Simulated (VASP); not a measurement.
MgO:

```
CELL_PARAMETERS angstrom
0.00000 2.10380 2.10380
2.10380 0.00000 2.10380
2.10380 2.10380 0.00000
ATOMIC_POSITIONS crystal
Mg 0.00000 0.00000 0.00000
O 0.50000 0.50000 0.50000
```

Base run:

| Item | Value |
| --- | --- |
| Program | VASP 6.6.1 |
| Functional | PBEsol |
| Potentials or basis | VASP PAW PBE potentials, release 64 (Mg, O) |
| Cutoff | 520 eV |
| k mesh | 10 × 10 × 10 |
| Occupations | gaussian, width 0.02 eV |
| Spin | no spin polarisation |

Its results: band gap on the k mesh 4.66 eV, direct; pressure 0.2 GPa.

**Question.** The run is repeated on the same cell with these changes: functional from PBEsol to r2SCAN. What comes out?

**Answer.** Band gap on the k mesh 5.64 eV, direct; pressure -1.5 GPa.

r2SCAN gives the wider gap, since meta-GGAs in the generalised Kohn-Sham scheme recover part of the derivative discontinuity.

Caveats: the PAW data sets were made with another functional, which shifts forces and pressure a little.
